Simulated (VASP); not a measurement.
# SrPb: accuracy against cost in the k-mesh and PAW data sets

A convergence test on SrPb: the k-mesh and PAW data sets. The atoms are off their equilibrium sites, so that forces can be compared too. The series runs use r2SCAN. The k-mesh tried: 2 2 2; 3 3 3; 4 4 4; 6 6 6; 7 7 7; 9 9 9. The PAW data sets tried: minimal 64: Sr_sv Pb; recommended 64: Sr_sv Pb_d; recommended 54: Sr_sv Pb_d; gw 64: Sr_sv_GW Pb_d_GW. The atoms of the start are displaced at random from the sites of a Cmcm cell.

Program: VASP 6.6.1. Level of theory: r2SCAN; plane waves and PAW (Sr_sv, Pb_d), in the first sound run; inputs show where later runs differ. Results are calculated unless marked as measured.

## 1. Starting point

Symmetry: P1, No. 1, triclinic system. Conventional cell: a = 4.648 Å, b = 5.018 Å, c = 6.610 Å, α = 112.31°, β = 90.00°, γ = 90.00°. Nearest to Sr lie 7 Pb at 3.43 to 3.66 Å. Nearest to Sr lie 7 Pb at 3.47 to 3.62 Å. Pb has 2 Pb at 3.00 to 3.05 Å and 7 Sr at 3.47 to 3.66 Å nearest. Nearest to Pb lie 2 Pb at 3.00 to 3.05 Å and 7 Sr at 3.43 to 3.62 Å. Farther neighbours are not listed.

Structure file:

```xyz
4
Lattice="2.5090 -6.1150 0.0000 2.5090 6.1150 0.0000 0.0000 0.0000 4.6480" Properties=species:S:1:pos:R:3 pbc="T T T"
Sr    2.5359   -4.4929    1.1868
Sr    2.4774    4.5109    3.4679
Pb    2.4710   -0.9759    1.1481
Pb    2.5231    0.9545    3.4411
```

## 2. K-mesh: 2 2 2

The sum over the zone converges with the mesh, fast for insulators and slowly for metals. r2SCAN adds the kinetic-energy density, costs more than a GGA and is run with LASPH.

Input file INCAR:

```
SYSTEM = SrPb
PREC = Accurate
ENCUT = 400
EDIFF = 1E-06
NELM = 100
ISMEAR = -1
SIGMA = 0.05
LREAL = .FALSE.
ALGO = Normal
METAGGA = R2SCAN
LASPH = .TRUE.
NBANDS = 30
LORBIT = 11
LWAVE = .FALSE.
LCHARG = .FALSE.
NCORE = 4
ISIF = 2
```

Input file POSCAR:

```
SrPb
1.0
    2.5090000000     -6.1150000000      0.0000000000
    2.5090000000      6.1150000000      0.0000000000
    0.0000000000      0.0000000000      4.6480000000
Sr Pb
2 2
Direct
    0.8727280000      0.1379980000      0.2553450000
    0.1248610000      0.8625370000      0.7460980000
    0.5722230000      0.4126380000      0.2470140000
    0.4247640000      0.5808600000      0.7403430000
```

Input file KPOINTS:

```
Automatic mesh
0
Gamma
2 2 2
0 0 0
```

Potentials, in the order of the species: Sr_sv and Pb_d (PBE family, release 64).

The run is started by

```console
mpirun -np 4 vasp_std
```

Log:

```text
[banner, memory and clock lines left out]
running    4 mpi-ranks, on    1 nodes
 distrk:  each k-point on    4 cores,    1 groups
 distr:  one band on    4 cores,    1 groups

 POSCAR found type information on POSCAR SrPb
 POSCAR found :  2 types and       4 ions
|                                                                             |
|               ----> ADVICE to this user running VASP <----                  |
|                                                                             |
|     You enforced a specific xc type in the INCAR file but a different       |
|     [... a line on the potential file left out ...]
|     I HOPE YOU KNOW WHAT YOU ARE DOING!                                     |
|                                                                             |

 LDA part: xc-table for (None), standard interpolation
 POSCAR, INCAR and KPOINTS ok, starting setup
 FFT: planning ... GRIDC
 FFT: planning ... GRID_SOFT
 FFT: planning ... GRID
 WAVECAR not read
 entering main loop
       N       E                     dE             d eps       ncg     rms          rms(c)
DAV:   1     0.344082470519E+03    0.34408E+03   -0.20802E+04   480   0.140E+03
DAV:   2    -0.110555423177E+03   -0.45464E+03   -0.44072E+03   498   0.416E+02
DAV:   3    -0.156070354872E+03   -0.45515E+02   -0.44334E+02   744   0.146E+02
DAV:   4    -0.159072736155E+03   -0.30024E+01   -0.29488E+01   688   0.349E+01
DAV:   5    -0.159301127212E+03   -0.22839E+00   -0.22827E+00   832   0.707E+00    0.172E+01
DAV:   6    -0.145274668144E+03    0.14026E+02   -0.71952E+00   720   0.260E+01    0.973E+00
DAV:   7    -0.145332360072E+03   -0.57692E-01   -0.83432E-01   720   0.756E+00    0.434E+00
DAV:   8    -0.145367240788E+03   -0.34881E-01   -0.20123E-01   652   0.253E+00    0.693E-01
DAV:   9    -0.145363877910E+03    0.33629E-02   -0.59159E-02   698   0.227E+00    0.525E-01
DAV:  10    -0.145364609867E+03   -0.73196E-03   -0.60681E-03   714   0.618E-01    0.341E-01
DAV:  11    -0.145364630923E+03   -0.21056E-04   -0.67460E-04   744   0.166E-01    0.389E-02
DAV:  12    -0.145364672185E+03   -0.41262E-04   -0.10699E-04   730   0.689E-02    0.329E-02
DAV:  13    -0.145364679156E+03   -0.69711E-05   -0.24464E-05   648   0.442E-02    0.114E-02
DAV:  14    -0.145364679905E+03   -0.74925E-06   -0.39689E-06   452   0.177E-02
   1 F= -.14536468E+03 E0= -.14535610E+03  d E =-.171678E-01
```

Wall time 19 s (4 MPI ranks of Intel Xeon 6975P-C (Granite Rapids), shared host); peak memory 0.56 GiB; 74 s of CPU time.

The logs omit lines about the potential files and the build; timing stands in the text.

OUTCAR, selected parts (step 2):

```text
ion  position               nearest neighbor table
   1  0.873  0.138  0.255-   4 3.43   4 3.45   3 3.52   4 3.52   4 3.54   3 3.57   3 3.66   2 3.95
                             2 4.00   2 4.42   2 4.47   2 4.49   2 4.53
   2  0.125  0.863  0.746-   3 3.47   3 3.48   3 3.48   3 3.48   4 3.55   4 3.56   4 3.62   1 3.95
                             1 4.00   1 4.42   1 4.47   1 4.49   1 4.53
   3  0.572  0.413  0.247-   4 3.00   4 3.05   2 3.47   2 3.48   2 3.48   2 3.48   1 3.52   1 3.57
                             1 3.66
   4  0.425  0.581  0.740-   3 3.00   3 3.05   1 3.43   1 3.45   1 3.52   1 3.54   2 3.55   2 3.56
                             2 3.62

  LATTYP: Found a base centered orthorhombic cell.
 ALAT       =     5.0180000000
 B/A-ratio  =     2.4372259864
 C/A-ratio  =     0.9262654444

 Subroutine GETGRP returns: Found  1 space group operations
 (whereof  1 operations were pure point group operations)

The static configuration has the point symmetry C_1 .

 Found      8 irreducible k-points:

   k-points           NKPTS =      8   k-points in BZ     NKDIM =      8   number of bands    NBANDS=     30

   dimension x,y,z NGX =    48 NGY =   48 NGZ =   30
   dimension x,y,z NGXF=    96 NGYF=   96 NGZF=   60

   ENCUT  =  400.0 eV  29.40 Ry    5.42 a.u.  10.78 10.78  7.58*2*pi/ulx,y,z

   NELECT =      48.0000    total number of electrons

 k-points in reciprocal lattice and weights: Automatic mesh
   0.00000000  0.00000000  0.00000000       0.125
   0.50000000  0.00000000  0.00000000       0.125
   0.00000000  0.50000000  0.00000000       0.125
   0.50000000  0.50000000  0.00000000       0.125
   0.00000000  0.00000000  0.50000000       0.125
   0.50000000  0.00000000  0.50000000       0.125
   0.00000000  0.50000000  0.50000000       0.125
   0.50000000  0.50000000  0.50000000       0.125

 average (electrostatic) potential at core
       1 -42.1624       2 -42.1493       3 -98.4967       4 -98.4899

 E-fermi :   4.4430

 k-point     1 :       0.0000    0.0000    0.0000
  band No.  band energies     occupation
    ...
     19      -6.0659      2.00000
     20      -2.7185      2.00000
     21       2.3754      2.00000
     22       3.0907      2.00000
     23       3.4173      2.00000
     24       4.7806      0.00233
     25       5.3400      0.00000
     26       5.7838      0.00000
     27       6.7672      0.00000
     28       6.9055      0.00000
    ...

 k-point     2 :       0.5000    0.0000    0.0000
  band No.  band energies     occupation
    ...
     20      -2.4871      2.00000
     21       1.0235      2.00000
     22       2.4945      2.00000
     23       2.9643      2.00000
     24       3.5466      2.00000
     25       5.3884      0.00000
     26       5.8221      0.00000
     27       6.8026      0.00000
     28       7.5154      0.00000
     29       7.9399      0.00000
    ...

 k-point     3 :       0.0000    0.5000    0.0000
  band No.  band energies     occupation
    ...
     20      -2.5194      2.00000
     21       1.0866      2.00000
     22       2.5496      2.00000
     23       2.9794      2.00000
     24       3.5650      2.00000
     25       5.3141      0.00000
     26       5.8449      0.00000
     27       6.8303      0.00000
     28       7.4692      0.00000
     29       7.8792      0.00000
    ...

  Total        0.1807876      1.2522748      2.7678084     -0.1588761      0.1249172      0.0192981
  in kB        2.0308880     14.0675022     31.0923370     -1.7847436      1.4032644      0.2167867
  external PRESSURE =      15.7302424 kB  Pullay stress =       0.0000000 kB

  energy-cutoff  :      400.00
  volume of cell :      142.62
      direct lattice vectors                 reciprocal lattice vectors
     2.509000000 -6.115000000  0.000000000     0.199282583 -0.081766149  0.000000000
     2.509000000  6.115000000  0.000000000     0.199282583  0.081766149  0.000000000
     0.000000000  0.000000000  4.648000000     0.000000000  0.000000000  0.215146299

 POSITION                                       TOTAL-FORCE (eV/Angst)
 -----------------------------------------------------------------------------------
      2.53591     -4.49287      1.18684        -0.069861      0.066120     -0.154477
      2.47738      4.51089      3.46786         0.022360     -0.139332      0.040404
      2.47102     -0.97586      1.14812         0.073405     -0.206670     -0.131588
      2.52311      0.95453      3.44111        -0.025904      0.279882      0.245660
 -----------------------------------------------------------------------------------
    total drift:                               -0.000407      0.000504     -0.000136

  FREE ENERGIE OF THE ION-ELECTRON SYSTEM (eV)
  ---------------------------------------------------
  free  energy   TOTEN  =      -145.3646799054 eV

  energy  without entropy=     -145.3475120954  energy(sigma->0) =     -145.35609600

 total charge
# of ion       s       p       d       tot
------------------------------------------
    1        2.016   5.841   0.206   8.063
    2        2.015   5.842   0.207   8.065
    3        1.258   1.134   9.760  12.151
    4        1.258   1.133   9.760  12.151
--------------------------------------------------
tot          6.547  13.950  19.932  40.430

[... 3 further parts left out ...]
```

The PAW data sets were made with PBE, which is usual practice but a small mismatch for other functionals.

Numbers from this step:

```yaml
electronic_steps: 14
electrons: 48
bands: 30
irreducible_k_points: 8
symmetry_operations: 1
free_energy_toten: -145.3647 eV
energy_at_zero_smearing: -145.3561 eV
fermi_energy: 4.443 eV
pressure: 1.573 GPa
metallic: yes
```

The series starts at -36.3390 eV an atom and 1.57 GPa, after 14 cycles in 19 s.

## 3. K-mesh: 3 3 3

Changes to INCAR since step 2:

```diff
@@ -15,3 +15,4 @@
 LCHARG = .FALSE.
-NCORE = 4
+KPAR = 2
+NCORE = 2
 ISIF = 2
```

POSCAR is that of step 2.

Input file KPOINTS:

```
Automatic mesh
0
Gamma
3 3 3
0 0 0
```

The run is started by

```console
mpirun -np 4 vasp_std
```

Log:

```text
[banner, memory and clock lines left out]
running    4 mpi-ranks, on    1 nodes
[...]
[... a notice as in an earlier step ...]

 LDA part: xc-table for (None), standard interpolation
 POSCAR, INCAR and KPOINTS ok, starting setup
[...]
entering main loop
       N       E                     dE             d eps       ncg     rms          rms(c)
DAV:   1     0.340344045524E+03    0.34034E+03   -0.20426E+04   840   0.140E+03
DAV:   2    -0.111362090419E+03   -0.45171E+03   -0.43863E+03   864   0.416E+02
DAV:   3    -0.156101316356E+03   -0.44739E+02   -0.43431E+02  1272   0.145E+02
DAV:   4    -0.159263212198E+03   -0.31619E+01   -0.31113E+01  1226   0.357E+01
[...]
DAV:  13    -0.145549469719E+03   -0.68705E-05   -0.17445E-05   942   0.354E-02    0.123E-02
DAV:  14    -0.145549470799E+03   -0.10801E-05   -0.27693E-06   816   0.169E-02    0.209E-03
DAV:  15    -0.145549470702E+03    0.97464E-07   -0.46725E-07   648   0.538E-03
   1 F= -.14554947E+03 E0= -.14554364E+03  d E =-.116628E-01
```

Run time: 42 s. Hardware: 4 MPI ranks; peak memory 0.73 GiB.

From OUTCAR (step 3):

```text
  Total        1.0640285      0.7054662      2.2897385     -0.1463790      0.1550518      0.0183700
  in kB       11.9528260      7.9248955     25.7219106     -1.6443568      1.7417829      0.2063602
  external PRESSURE =      15.1998774 kB  Pullay stress =       0.0000000 kB

 POSITION                                       TOTAL-FORCE (eV/Angst)
 -----------------------------------------------------------------------------------
      2.53591     -4.49287      1.18684        -0.070926      0.102938     -0.161043
      2.47738      4.51089      3.46786         0.019532     -0.166245      0.039128
      2.47102     -0.97586      1.14812         0.036322     -0.528283     -0.148858
      2.52311      0.95453      3.44111         0.015072      0.591590      0.270773
 -----------------------------------------------------------------------------------
    total drift:                               -0.000358      0.000579     -0.000298

  FREE ENERGIE OF THE ION-ELECTRON SYSTEM (eV)
  ---------------------------------------------------
  free  energy   TOTEN  =      -145.5494707015 eV

  energy  without entropy=     -145.5378079420  energy(sigma->0) =     -145.54363932

[... 1 part as in an earlier step ...]

[... 2 further parts left out ...]
[key lines of the parts left out:]
E-fermi :   4.4107
```

Against the run before the energy moves by -46.89 meV an atom and the pressure by -0.05 GPa, after 15 cycles in 42 s.

## 4. K-mesh: 4 4 4

Changes to INCAR since step 3:

```diff
@@ -15,4 +15,3 @@
 LCHARG = .FALSE.
-KPAR = 2
-NCORE = 2
+KPAR = 4
 ISIF = 2
```

POSCAR is that of step 3.

Input file KPOINTS:

```
Automatic mesh
0
Gamma
4 4 4
0 0 0
```

The run is started by

```console
mpirun -np 4 vasp_std
```

Log:

```text
[banner, memory and clock lines left out]
running    4 mpi-ranks, on    1 nodes
[...]
[... a notice as in an earlier step ...]

 LDA part: xc-table for (None), standard interpolation
 POSCAR, INCAR and KPOINTS ok, starting setup
[...]
entering main loop
       N       E                     dE             d eps       ncg     rms          rms(c)
DAV:   1     0.344630114604E+03    0.34463E+03   -0.20444E+04  2160   0.140E+03
DAV:   2    -0.110778108760E+03   -0.45541E+03   -0.44183E+03  2232   0.417E+02
DAV:   3    -0.156094511884E+03   -0.45316E+02   -0.44179E+02  3274   0.146E+02
DAV:   4    -0.159256309103E+03   -0.31618E+01   -0.31181E+01  3144   0.358E+01
[...]
DAV:  12    -0.145570947919E+03   -0.46028E-04   -0.13031E-04  3316   0.790E-02    0.383E-02
DAV:  13    -0.145570954311E+03   -0.63917E-05   -0.17850E-05  2474   0.367E-02    0.123E-02
DAV:  14    -0.145570955078E+03   -0.76698E-06   -0.32886E-06  2106   0.186E-02
   1 F= -.14557096E+03 E0= -.14556536E+03  d E =-.111881E-01
```

The job ended after 78 s (4 MPI ranks; peak memory 1.2 GiB; 5.1 min of CPU time).

From OUTCAR (step 4):

```text
  Total        1.0042346      0.6381134      2.4012921     -0.1392920      0.1185673      0.0173316
  in kB       11.2811281      7.1682846     26.9750549     -1.5647450      1.3319323      0.1946959
  external PRESSURE =      15.1414892 kB  Pullay stress =       0.0000000 kB

 POSITION                                       TOTAL-FORCE (eV/Angst)
 -----------------------------------------------------------------------------------
      2.53591     -4.49287      1.18684        -0.085603      0.058852     -0.162531
      2.47738      4.51089      3.46786         0.036088     -0.124240      0.033570
      2.47102     -0.97586      1.14812         0.032744     -0.406452     -0.129965
      2.52311      0.95453      3.44111         0.016770      0.471841      0.258925
 -----------------------------------------------------------------------------------
    total drift:                               -0.000313      0.000564     -0.000129

  FREE ENERGIE OF THE ION-ELECTRON SYSTEM (eV)
  ---------------------------------------------------
  free  energy   TOTEN  =      -145.5709550782 eV

  energy  without entropy=     -145.5597669520  energy(sigma->0) =     -145.56536102

[... 1 part as in an earlier step ...]

[... 2 further parts left out ...]
[key lines of the parts left out:]
E-fermi :   4.6198
```

Against the run before the energy moves by -5.43 meV an atom and the pressure by -0.01 GPa, after 14 cycles in 78 s.

## 5. K-mesh: 6 6 6

INCAR is that of step 4.

POSCAR is that of step 4.

Input file KPOINTS:

```
Automatic mesh
0
Gamma
6 6 6
0 0 0
```

The run is started by

```console
mpirun -np 4 vasp_std
```

Log:

```text
[... set-up lines as in an earlier step ...]
 entering main loop
       N       E                     dE             d eps       ncg     rms          rms(c)
DAV:   1     0.342832868769E+03    0.34283E+03   -0.20455E+04  6720   0.140E+03
DAV:   2    -0.111163276698E+03   -0.45400E+03   -0.44071E+03  6978   0.417E+02
DAV:   3    -0.156075212953E+03   -0.44912E+02   -0.43740E+02 10060   0.146E+02
DAV:   4    -0.159293231972E+03   -0.32180E+01   -0.31735E+01  9842   0.362E+01
[...]
DAV:  12    -0.145605262465E+03   -0.50733E-04   -0.11721E-04 10134   0.720E-02    0.347E-02
DAV:  13    -0.145605269402E+03   -0.69370E-05   -0.17549E-05  7532   0.355E-02    0.104E-02
DAV:  14    -0.145605270286E+03   -0.88431E-06   -0.34453E-06  6704   0.195E-02
   1 F= -.14560527E+03 E0= -.14559995E+03  d E =-.106380E-01
```

The job ended after 3.2 min (4 MPI ranks; peak memory 1.8 GiB; 13 min of CPU time).

From OUTCAR (step 5):

```text
  Total        1.1637378      0.9403536      1.4431419     -0.1449108      0.1271016      0.0178641
  in kB       13.0729168     10.5635175     16.2116191     -1.6278642      1.4278035      0.2006779
  external PRESSURE =      13.2826845 kB  Pullay stress =       0.0000000 kB

 POSITION                                       TOTAL-FORCE (eV/Angst)
 -----------------------------------------------------------------------------------
      2.53591     -4.49287      1.18684        -0.080350      0.117090     -0.165300
      2.47738      4.51089      3.46786         0.029661     -0.180443      0.038391
      2.47102     -0.97586      1.14812         0.035901     -0.552717     -0.132565
      2.52311      0.95453      3.44111         0.014789      0.616070      0.259475
 -----------------------------------------------------------------------------------
    total drift:                               -0.000324      0.000615     -0.000113

  FREE ENERGIE OF THE ION-ELECTRON SYSTEM (eV)
  ---------------------------------------------------
  free  energy   TOTEN  =      -145.6052702863 eV

  energy  without entropy=     -145.5946322398  energy(sigma->0) =     -145.59995126

[... 1 part as in an earlier step ...]

[... 2 further parts left out ...]
[key lines of the parts left out:]
E-fermi :   4.6111
```

Against the run before the energy moves by -8.65 meV an atom and the pressure by -0.19 GPa, after 14 cycles in 3.2 min.

## 6. K-mesh: 7 7 7

INCAR is that of step 5.

POSCAR is that of step 5.

Input file KPOINTS:

```
Automatic mesh
0
Gamma
7 7 7
0 0 0
```

The run is started by

```console
mpirun -np 4 vasp_std
```

Log:

```text
[... set-up lines as in an earlier step ...]
 entering main loop
       N       E                     dE             d eps       ncg     rms          rms(c)
DAV:   1     0.344137251263E+03    0.34414E+03   -0.20552E+04 10320   0.140E+03
DAV:   2    -0.111063227093E+03   -0.45520E+03   -0.44243E+03 10656   0.418E+02
DAV:   3    -0.156047550901E+03   -0.44984E+02   -0.43813E+02 15434   0.146E+02
DAV:   4    -0.159281374876E+03   -0.32338E+01   -0.31881E+01 15068   0.364E+01
[...]
DAV:  12    -0.145601965017E+03   -0.48784E-04   -0.10105E-04 15388   0.691E-02    0.318E-02
DAV:  13    -0.145601971665E+03   -0.66487E-05   -0.16842E-05 11414   0.357E-02    0.990E-03
DAV:  14    -0.145601972617E+03   -0.95147E-06   -0.34037E-06 10152   0.196E-02
   1 F= -.14560197E+03 E0= -.14559693E+03  d E =-.100919E-01
```

Elapsed: 4 min, on 4 MPI ranks; peak memory 2.2 GiB; 16 min of CPU time.

Parts of OUTCAR (step 6):

```text
  Total        1.1964102      0.9056425      1.4254859     -0.1404497      0.1260578      0.0176682
  in kB       13.4399438     10.1735875     16.0132792     -1.5777504      1.4160775      0.1984771
  external PRESSURE =      13.2089368 kB  Pullay stress =       0.0000000 kB

 POSITION                                       TOTAL-FORCE (eV/Angst)
 -----------------------------------------------------------------------------------
      2.53591     -4.49287      1.18684        -0.082525      0.110472     -0.165108
      2.47738      4.51089      3.46786         0.031090     -0.174172      0.038105
      2.47102     -0.97586      1.14812         0.033843     -0.555606     -0.130921
      2.52311      0.95453      3.44111         0.017591      0.619305      0.257923
 -----------------------------------------------------------------------------------
    total drift:                               -0.000353      0.000621     -0.000057

  FREE ENERGIE OF THE ION-ELECTRON SYSTEM (eV)
  ---------------------------------------------------
  free  energy   TOTEN  =      -145.6019726167 eV

  energy  without entropy=     -145.5918807146  energy(sigma->0) =     -145.59692667

[... 1 part as in an earlier step ...]

[... 2 further parts left out ...]
[key lines of the parts left out:]
E-fermi :   4.6383
```

Against the run before the energy moves by +0.76 meV an atom and the pressure by -0.01 GPa, after 14 cycles in 4 min.

[end of part 1 of 2]

[Lines on the potential files, build, host, timing and source positions are cut from VASP's logs without a mark.]

[Logs are printed without paths, hosts, clocks, repeated set-up lines and the standing remarks that a program may print on its own settings, such as how far it seeks lower states.]

[Hosts, paths, dates, database ids (printed as entryN), source tags and the programs' standing remarks are cut or masked in the printed files.]

[A measured line is paired with the nearest computed mode of its activity, which favours agreement.]
